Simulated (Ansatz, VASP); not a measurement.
# PtC (NiAs type (invented)): VASP beside Ansatz

One calculation is typed for both programs; each brings its own data sets. How far apart do they land? The cell is generated by rule, not measured, and may not be a known phase. The cell is taken from a series of runs on this material, whose earlier steps may have relaxed, scaled, displaced or heated it; both programs get it as it stands.

Program: Ansatz 0.2.0. Level of theory: plane waves, with VASP 6.6.1 beside it; relaxation of cell and atoms at LDA. Results are calculated unless marked as measured.

## (1) The structure

It takes space group P6_3/mmc (No. 194, hexagonal). The conventional cell has a = 3.102 Å, b = 3.102 Å, c = 5.142 Å, α = 90.00°, β = 90.00°, γ = 120.00°. Pt has 6 C at 2.20 Å nearest. C has 6 Pt at 2.20 Å nearest. Farther neighbours are not listed.

## (2) Ansatz: relaxation of cell and atoms, LDA

Ansatz runs on its default PAW (the set named soft_2) files.

The relaxed volume is the usual yardstick between codes: in a stiff, nearly cubic crystal its relative difference is about their pressure difference at one cell divided by the bulk modulus.

The input, input.yaml:

```yaml
crystal:
  lattice:
    - [3.1020340648, -2.694e-07, 0.0]
    - [-1.551016799, 2.6864404382, 0.0]
    - [0.0, 0.0, 5.1422869116]
  atoms:
    - { symbol: Pt, position: [0.0, 0.0, 0.0] }
    - { symbol: Pt, position: [0.0, 0.0, 0.5] }
    - { symbol: C, position: [0.3333333333, 0.6666666667, 0.25] }
    - { symbol: C, position: [0.6666666667, 0.3333333333, 0.75] }
kpoints:
  mp_grid: { grid: [15, 15, 8] }
hamiltonian:
  xc: lda
scf:
  occupations: { method: gaussian, width: 0.1 }
output:
  forces: true
  stress: true
  eigenvalues: true
relax:
  adjacent_minimum: "off"
  f_tol: 0.005
  max_steps: 80
  cell: { stress_tol: 0.05 }
```

Started as:

```console
ansatz run input.yaml --threads 2 --pin off --max-ram 5120MiB --backend cpu --events-out ev --progress --plain --runs-dir out
```

Numbers of over 12 decimals in the logs are rounded to 6 here.

The program printed:

```text
Engine: ansatz 0.2.0, aarch64-unknown-linux-gnu
Pseudopotentials: kind: paw
Pseudopotential: Pt, paw, valence charge 18, recommended cutoff 420 eV (normal), Pt.paw.azcp
Pseudopotential: C, paw, valence charge 4, recommended cutoff 420 eV (normal), C.paw.azcp
Functional definition: SPW92
  exchange = slater_x
  correlation = pw_c
Crystal: 4 atoms, lattice volume = 42.853 Å³
Basis set: ecut = 420 eV, 833 PW (Γ)
Bands: 27, of which v1, the nominal top of the filled ones, is band 22 counted from 1 (21 counted from 0)
Symmetry: 24 space group operations
Space group: P63/mmc (ITA 194), of the structure as read, at distance tolerance 3.5e-5 Å
k-points: 135 of 1800
Non-local potential: Pt, projectors of the file, l = 0: 3, l = 1: 2, l = 2: 2, l = 3: 1
Non-local potential: C, projectors of the file, l = 0: 2, l = 1: 2, l = 2: 1
PAW form: soft (Blöchl's): semilocal exchange-correlation on the pseudo side does not see the compensation charge
PAW frozen core: Pt, regenerated for the run's functional, and the local potential with it (the file was generated under x = pbe(κ = 0.804, μ = 0.219515), c = pbe(β = 0.066725))
PAW frozen core: C, regenerated for the run's functional, and the local potential with it (the file was generated under x = pbe(κ = 0.804, μ = 0.219515), c = pbe(β = 0.066725))
PAW one-centre angular grid: Pt, 590 points (default); XC on 64 Gauss nodes
PAW one-centre angular grid: C, 110 points (default); XC on 64 Gauss nodes
Initial density: superposition of atomic densities (neutral atoms: chi_scale 0, normalization atom), corrected by the library's trained network
Initial wavefunctions: pseudopotential atomic-orbital guess
Functional: x = slater, c = lda
SCF iter   1: F=—  HF=-24971.025874 eV  |F-HF|=—  |Δ(HF+E_count)|=         —  Δρ=9.49e-3  dr2=1.70e-2  ethr=1.77e-3  ⟨swp⟩=5.7  Hψ=14454  notcnv=0
preconditioner: auto → Kerker (q_TF=auto, 2.740 Å⁻¹)  [metal: Δε(μ)=0.015 eV  Ē_g=9.272 eV  σ=0.100 eV  W_gap=0.08  n_scr=22 (ndim 8)  ℏωp=30.0 eV  f_vac=0.000  D(μ)=2.47/eV (n_scr^D=22)]
SCF iter   2: F=—  HF=-24971.024380 eV  |F-HF|=—  |Δ(HF+E_count)|=   1.49e-3  Δρ=4.88e-3  dr2=4.17e-3  ethr=3.85e-5  ⟨swp⟩=2.0  Hψ=5527  notcnv=0
SCF iter   3: F=—  HF=-24971.023297 eV  |F-HF|=—  |Δ(HF+E_count)|=   1.08e-3  Δρ=6.81e-4  dr2=1.65e-4  ethr=9.48e-6  ⟨swp⟩=2.6  Hψ=5901  notcnv=0
SCF iter   4: F=—  HF=-24971.023253 eV  |F-HF|=—  |Δ(HF+E_count)|=   4.45e-5  Δρ=1.40e-4  dr2=8.26e-6  ethr=3.74e-7  ⟨swp⟩=2.2  Hψ=5079  notcnv=0
SCF iter   5: F=—  HF=-24971.023258 eV  |F-HF|=—  |Δ(HF+E_count)|=   4.65e-6  Δρ=3.46e-5  dr2=5.11e-7  ethr=1.88e-8  ⟨swp⟩=2.3  Hψ=5093  notcnv=0
SCF iter   6: F=-24971.023258 eV  HF=-24971.023258 eV  |F-HF|=6.04e-10  |Δ(HF+E_count)|=   4.84e-9  Δρ=6.64e-6  dr2=1.20e-8  ethr=2.27e-10  ⟨swp⟩=6.5  Hψ=13991  notcnv=0
SCF 1 converged in 6 iterations: F = -24971.023258 eV  dr2 = 1.20e-8
  greatest PAW one-centre occupation: 1.000 electrons in one spin orbital (limit 2), on the Pt atom at site 0 (counted from 0), in its partial waves of l = 0
relax step   1: F+E_penalty+E_count = -24971.02325763 eV  Δ(F+E_penalty+E_count) = +0.000e0 eV  max|allowed force component| = 1.665e-16 eV/Å  Δτ_max = 0.0000 Å  P = -0.204 GPa  Ω = 42.853 Å³  (6 SCF iters, dr2 threshold 1.00e-7 eV, accepted)
[...]
relax step   2: F+E_penalty+E_count = -24971.02354225 eV  Δ(F+E_penalty+E_count) = -2.846e-4 eV  max|allowed force component| = 2.128e-16 eV/Å  Δτ_max = 0.0000 Å  P = +0.076 GPa  Ω = 42.790 Å³  energy of the carried Pulay correction = +1.197e-4 eV  (6 SCF iters, dr2 threshold 4.00e-7 eV, accepted)
[...]
relax step   3: F+E_penalty+E_count = -24971.02356054 eV  Δ(F+E_penalty+E_count) = -1.829e-5 eV  max|allowed force component| = 2.591e-16 eV/Å  Δτ_max = 0.0000 Å  P = -0.005 GPa  Ω = 42.809 Å³  energy of the carried Pulay correction = +8.358e-5 eV  (6 SCF iters, dr2 threshold 1.28e-7 eV, accepted)
[...]
relax step   4: F+E_penalty+E_count = -24971.02347857 eV  Δ(F+E_penalty+E_count) = +8.197e-5 eV  max|allowed force component| = 2.035e-16 eV/Å  Δτ_max = 0.0000 Å  P = -0.006 GPa  Ω = 42.809 Å³  stress off target by 7.41e-3 GPa  SCF on the basis re-selected at this cell (its energy is not comparable with the rows above)  (8 SCF iters)
basis re-selected at this cell: Δ(F+E_penalty+E_count) = +8.197e-5 eV, ΔP = -0.002 GPa vs the last step (what re-selecting the basis moved, of the pressure what is left beyond the Pulay correction that the steps carried, after the strain that the cell walked since its last selection, with what the two solves' SCF thresholds leave and, on support functions, any second-order correction that the steps lacked; it is no m [...]
SCF converged after 8 iterations
Free energy (F): -24971.023479 eV
Harris-Foulkes:  -24971.023479 eV  (|F-HF|=3.64e-12)
Internal energy: -24971.010791 eV  (E = F + TS)
E sigma→0 (E₀):  -24971.017135 eV
Entropy (-TS):   -0.012688 eV (-3.172 meV/atom)
Fermi energy:    20.314919 eV
--- Per-component energies (eV) ---
  E_band       = -311.740056
  E_kinetic    = 1450.830457
  E_local      = -3487.834448  (includes V_loc(G=0)·N_el)
  E_nonlocal   = 467.115960
  E_hartree    = 1292.364488
  E_xc         = -616.318438
  E_vxc        = -724.295535  (∫ρ·V_xc dr)
  E_paw        = -18536.789248  (= ΣΔE_a)
  E_vpaw       = -602.285917  (= ΣTr[D̂ρ^β])
  E_aug_tail   = 0.000451  (compensation charges beyond the density's cutoff)
  E_ewald      = -5541.433417
  E_core_change = 1.053404  (= ΣΔE_core)
  E_smearing   = -0.012688  (= −TS)
  E_closure    = -0.000000  (closes the sum)
  Σ components = -24971.023479   (vs F -24971.023479, Δ=0.00e0)
--- Forces (eV/Å), atoms counted from 1 ---
  atom   1  Pt    -0.00000000     0.00000000     0.00000000
  atom   2  Pt     0.00000000    -0.00000000     0.00000000
  atom   3  C      0.00000000     0.00000000     0.00000000
  atom   4  C     -0.00000000    -0.00000000    -0.00000000
  max |Σ_I F_I| component: 7.40e-17 eV/Å
--- Stress (GPa, compression-positive) ---
       -0.007409      -0.000000       0.000000
       -0.000000      -0.007409       0.000000
        0.000000       0.000000      -0.004599
  P = ⅓ Tr σ = -0.0065 GPa (-0.065 kbar)
--- Band table (eV; the first three rows and the last of 135) ---
  k-point 0: bands = [... 18 lower, 18.2206, 18.2206, 19.8851, 19.9535, 19.9535, 21.5016, 25.4731, 25.4731, ... 1 higher]
  k-point 1: bands = [... 18 lower, 17.9438, 17.9438, 19.6868, 20.3655, 20.3655, 21.0726, 25.3035, 25.3035, ... 1 higher]
  k-point 2: bands = [... 18 lower, 17.4450, 17.4450, 19.2186, 20.1311, 21.2185, 21.2185, 24.8187, 24.8187, ... 1 higher]
  k-point 134: bands = [... 18 lower, 17.7257, 17.7257, 20.1411, 20.1411, 20.1793, 20.1793, 25.1926, 25.1926, ... 1 higher]
--- Relaxed structure (3 steps of the walk, 3 accepted, 1 SCFs on fresh bases) ---
  F+E_penalty+E_count = -24971.02347857 eV   max|allowed force component| = 2.035e-16 eV/Å   (the final SCF, on the basis selected at the relaxed cell)
  cell:  # Å, volume = 42.8089 Å³
    - [3.098433, -2.69140764879756e-7, 0.0]
    - [-1.549216, 2.683322, 0.0]
    - [0.0, 0.0, 5.148954]
  atoms:
    - { symbol: Pt, position: [0, 0, 0.0] }
    - { symbol: Pt, position: [0, 0, 0.500000] }
    - { symbol: C, position: [0.333333, 0.666667, 0.250000] }
    - { symbol: C, position: [0.666667, 0.333333, 0.750000] }
```

Reading the cycles: dr2 is the Hartree energy of the density residual (eV), the measure of convergence; HF is the Harris–Foulkes estimate of the energy, which meets the free energy F at convergence.

## (3) VASP: relaxation of cell and atoms, LDA

The same cell, functional (in two slightly different forms), mesh and smearing now go to VASP, with its own data sets.

Lines of VASP's logs that name or quote its potential files are left out, and so is its time.

The input, INCAR:

```
SYSTEM = PtC
PREC = Accurate
ENCUT = 600
EDIFF = 1E-07
NELM = 120
ISMEAR = 0
SIGMA = 0.1
LREAL = .FALSE.
ALGO = Normal
GGA = PW92
NBANDS = 20
LASPH = .TRUE.
LORBIT = 11
LWAVE = .FALSE.
LCHARG = .FALSE.
ISIF = 3
IBRION = 2
NSW = 80
EDIFFG = -0.005
GGA_COMPAT = .FALSE.
NELMIN = 4
```

The input, POSCAR:

```
PtC
1.0
    3.1020340000      0.0000000000      0.0000000000
   -1.5510170000      2.6864400000      0.0000000000
    0.0000000000      0.0000000000      5.1422870000
Pt C
2 2
Direct
    0.0000000000      0.0000000000      1.0000000000
    0.0000000000      0.0000000000      0.5000000000
    0.3333333333      0.6666666667      0.2500000000
    0.6666666667      0.3333333333      0.7500000000
```

The input, KPOINTS:

```
Automatic mesh
0
Gamma
15 15 8
0 0 0
```

Potentials, in the order of the species: Pt and C (LDA family, release 64).

Started as:

```console
mpirun -np 1 vasp_std
```

The program printed:

```text
[banner, memory and clock lines left out]
running    1 mpi-ranks, on    1 nodes
 distrk:  each k-point on    1 cores,    1 groups
 distr:  one band on    1 cores,    1 groups

 POSCAR found type information on POSCAR PtC
 POSCAR found :  2 types and       4 ions
|                                                                             |
|               ----> ADVICE to this user running VASP <----                  |
|                                                                             |
|     You enforced a specific xc type in the INCAR file but a different       |
|     [... a line on the potential file left out ...]
|     I HOPE YOU KNOW WHAT YOU ARE DOING!                                     |
|                                                                             |

 LDA part: xc-table for (Slater(with rela. corr.)+PW92), standard interpolation
 POSCAR, INCAR and KPOINTS ok, starting setup
 FFT: planning ... GRIDC
 FFT: planning ... GRID_SOFT
 FFT: planning ... GRID
 WAVECAR not read
 entering main loop
       N       E                     dE             d eps       ncg     rms          rms(c)
DAV:   1     0.158192140201E+03    0.15819E+03   -0.15762E+04  5440   0.151E+03
DAV:   2    -0.262629862244E+02   -0.18446E+03   -0.17653E+03  6064   0.303E+02
DAV:   3    -0.343031844227E+02   -0.80402E+01   -0.78552E+01  6256   0.601E+01
DAV:   4    -0.344126246425E+02   -0.10944E+00   -0.10911E+00  6124   0.765E+00
DAV:   5    -0.344140502635E+02   -0.14256E-02   -0.14254E-02  6412   0.802E-01    0.332E+01
DAV:   6    -0.310056606496E+02    0.34084E+01   -0.19040E+01  6324   0.379E+01    0.176E+01
DAV:   7    -0.304230116710E+02    0.58265E+00   -0.37614E+00  6092   0.169E+01    0.967E+00
DAV:   8    -0.303284458813E+02    0.94566E-01   -0.24166E-01  5960   0.397E+00    0.170E+00
DAV:   9    -0.303237718661E+02    0.46740E-02   -0.14765E-02  6332   0.964E-01    0.347E-01
DAV:  10    -0.303238177405E+02   -0.45874E-04   -0.33271E-03  6084   0.436E-01    0.195E-01
DAV:  11    -0.303237135953E+02    0.10415E-03   -0.30267E-04  6136   0.150E-01    0.316E-02
DAV:  12    -0.303237027154E+02    0.10880E-04   -0.32841E-05  6212   0.395E-02    0.144E-02
DAV:  13    -0.303237026070E+02    0.10837E-06   -0.11151E-06  5860   0.798E-03    0.605E-03
DAV:  14    -0.303237025623E+02    0.44723E-07   -0.86776E-08  3712   0.230E-03
   1 F= -.30323703E+02 E0= -.30317346E+02  d E =-.303237E+02
[...]
2 F= -.30323696E+02 E0= -.30317216E+02  d E =0.675143E-05
[...]
3 F= -.30324085E+02 E0= -.30317660E+02  d E =-.382789E-03
[...]
4 F= -.30324087E+02 E0= -.30317666E+02  d E =-.384703E-03
[...]
5 F= -.30324145E+02 E0= -.30317711E+02  d E =-.576704E-04
 trial-energy change:   -0.000058  1 .order   -0.000056   -0.000249    0.000137
 step:   0.5818(harm=  0.5775)  dis= 0.00000  next Energy=   -30.324169 (dE=-0.815E-04)
 bond charge predicted
       N       E                     dE             d eps       ncg     rms          rms(c)
DAV:   1    -0.303243004018E+02   -0.15547E-03   -0.38042E-03  5664   0.473E-01    0.725E-02
DAV:   2    -0.303241933843E+02    0.10702E-03   -0.46855E-04  6044   0.189E-01    0.475E-02
DAV:   3    -0.303241723827E+02    0.21002E-04   -0.38576E-05  6068   0.532E-02    0.240E-02
DAV:   4    -0.303241688547E+02    0.35280E-05   -0.23241E-05  6148   0.308E-02    0.889E-03
DAV:   5    -0.303241688683E+02   -0.13605E-07   -0.15363E-06  5968   0.829E-03    0.383E-03
DAV:   6    -0.303241687880E+02    0.80345E-07   -0.23503E-07  4120   0.388E-03
   6 F= -.30324169E+02 E0= -.30317739E+02  d E =-.815225E-04
 curvature:  -0.35 expect dE=-0.263E-07 dE for cont linesearch -0.438E-08
 trial: gam= 0.00000 g(F)=  0.342E-44 g(S)=  0.756E-07 ort =-0.206E-05 (trialstep = 0.832E+00)
 search vector abs. value=  0.757E-07
 reached required accuracy - stopping structural energy minimisation
```

Parts of OUTCAR (step 3):

```text
ion  position               nearest neighbor table
   1  0.000  0.000  0.000-   3 2.20   4 2.20   4 2.20   3 2.20   4 2.20   3 2.20   2 2.57   2 2.57

  LATTYP: Found a hexagonal cell.
 ALAT       =     3.1020340000
 C/A-ratio  =     1.6577145834

 Subroutine GETGRP returns: Found 24 space group operations
 (whereof 12 operations were pure point group operations)

The static configuration has the point symmetry D_3d.
 The point group associated with its full space group is D_6h.

 Found    135 irreducible k-points:

   k-points           NKPTS =    135   k-points in BZ     NKDIM =    135   number of bands    NBANDS=     20

   dimension x,y,z NGX =    28 NGY =   28 NGZ =   42
   dimension x,y,z NGXF=    56 NGYF=   56 NGZF=   84

   ENCUT  =  600.0 eV  44.10 Ry    6.64 a.u.   6.20  6.20 10.27*2*pi/ulx,y,z

   NELECT =      28.0000    total number of electrons

 k-points in reciprocal lattice and weights: Automatic mesh
   0.00000000  0.00000000  0.00000000       0.001
   0.06666667  0.00000000  0.00000000       0.003
   0.13333333  0.00000000  0.00000000       0.003
   0.20000000  0.00000000  0.00000000       0.003
   0.26666667  0.00000000  0.00000000       0.003
   0.33333333  0.00000000  0.00000000       0.003
   0.40000000  0.00000000  0.00000000       0.003
   0.46666667  0.00000000  0.00000000       0.003
   0.06666667  0.06666667  0.00000000       0.003
[...]
0.33333333  0.26666667  0.50000000       0.007
   0.33333333  0.33333333  0.50000000       0.001

 average (electrostatic) potential at core
       1 -64.2802       2 -64.2802       3 -49.1923       4 -49.1923

 E-fermi :  11.0354

 k-point     1 :       0.0000    0.0000    0.0000
  band No.  band energies     occupation
    ...
     11       8.9332      2.00000
     12       8.9332      2.00000
     13      10.6117      2.00000
     14      10.6793      2.00000
     15      10.6793      2.00000
     16      12.2004      0.00000
     17      16.1891      0.00000
     18      16.1891      0.00000
     19      17.2462      0.00000
     20      17.4056      0.00000

 k-point     2 :       0.0667    0.0000    0.0000
  band No.  band energies     occupation
    ...
     11       8.7641      2.00000
     12       8.9234      2.00000
     13      10.5696      2.00000
     14      10.7577      1.99991
     15      11.0207      1.16467
     16      12.1853      0.00000
     17      15.8487      0.00000
     18      16.0677      0.00000
     19      17.6091      0.00000
     20      17.6489      0.00000

 k-point     3 :       0.1333    0.0000    0.0000
  band No.  band energies     occupation
    ...
     10       7.0871      2.00000
     11       8.4899      2.00000
     12       8.8969      2.00000
     13      10.3287      2.00000
     14      10.9235      1.88652
     15      11.8828      0.00000
     16      12.1509      0.00000
     17      15.1876      0.00000
     18      15.7985      0.00000
     19      18.1706      0.00000
    ...

  Total        0.0012867      0.0012867      0.0017188      0.0000000      0.0000000      0.0000000
  in kB        0.0480715      0.0480715      0.0642169      0.0000000      0.0000000      0.0000000
  external PRESSURE =       0.0534533 kB  Pullay stress =       0.0000000 kB

  energy-cutoff  :      600.00
  volume of cell :       42.88
      direct lattice vectors                 reciprocal lattice vectors
     3.099522136 -0.000000000  0.000000000     0.322630379  0.186270753  0.000000000
    -1.549761068  2.684264663 -0.000000000     0.000000000  0.372541506  0.000000000
     0.000000000 -0.000000000  5.154383874     0.000000000  0.000000000  0.194009609

 POSITION                                       TOTAL-FORCE (eV/Angst)
 -----------------------------------------------------------------------------------
      0.00000     -0.00000      0.00000        -0.000000     -0.000000      0.000000
      0.00000     -0.00000      2.57719        -0.000000      0.000000      0.000000
     -0.00000      1.78951      1.28860         0.000000      0.000000      0.000000
      1.54976      0.89475      3.86579        -0.000000     -0.000000     -0.000000
 -----------------------------------------------------------------------------------
    total drift:                               -0.000000     -0.000000      0.000000

  FREE ENERGIE OF THE ION-ELECTRON SYSTEM (eV)
  ---------------------------------------------------
  free  energy   TOTEN  =       -30.3241687880 eV

  energy  without entropy=      -30.3113083264  energy(sigma->0) =      -30.31773856

 reached required accuracy - stopping structural energy minimisation

 total charge
# of ion       s       p       d       tot
------------------------------------------
    1        0.696   0.816   8.103   9.616
    2        0.696   0.816   8.103   9.616
    3        0.839   1.407   0.000   2.246
    4        0.839   1.407   0.000   2.246
--------------------------------------------------
tot          3.070   4.446  16.206  23.723

[... 3 further parts left out ...]
```

The run keeps the 24 symmetry operations of its start, so it cannot find a distortion of lower symmetry.

## (4) Comparison

Known differences besides the potentials themselves: the data sets hold 44 valence electrons in Ansatz (on its default PAW (the set named soft_2) files) and 28 in VASP; the cutoff is 420 eV in Ansatz and 600 eV in VASP; VASP's log shows a relativistic correction to its local exchange, Ansatz's none; Ansatz adds a Pulay correction to the stress that steers its cell, VASP none. Total energies have different zeros and are not compared.

The two programs side by side:

```
                                         quantity  Ansatz   VASP  difference
                                      volume (Å³)   42.81  42.88     -0.18 %
edge a after relaxation, in the typed setting (Å)   3.098  3.099     -0.04 %
edge c after relaxation, in the typed setting (Å)   5.149  5.154     -0.10 %
```

## (5) Outcome

| Quantity | Value |
| --- | --- |
| difference in volume (relaxation of cell and atoms, LDA) | -0.18 % |

What this shows: The difference in volume is -0.18 % (relaxation of cell and atoms, LDA), within the 1.2 % picked in this series as the mark of a large difference, as far as the stopping tolerances let one tell. The data sets hold unlike numbers of valence electrons (44 in Ansatz and 28 in VASP), so part of the differences comes from the potentials. 1 further run of this series is not shown here. Such differences can come from data sets, numerical settings and the points named under the comparisons, not from the functional's error against experiment.

[Lines on the potential files, build, host, timing and source positions are cut from VASP's logs without a mark.]

[Logs are printed without paths, hosts, clocks, repeated set-up lines and the standing remarks that a program may print on its own settings, such as how far it seeks lower states.]

[Hosts, paths, dates, database ids (printed as entryN), source tags and the programs' standing remarks are cut or masked in the printed files.]
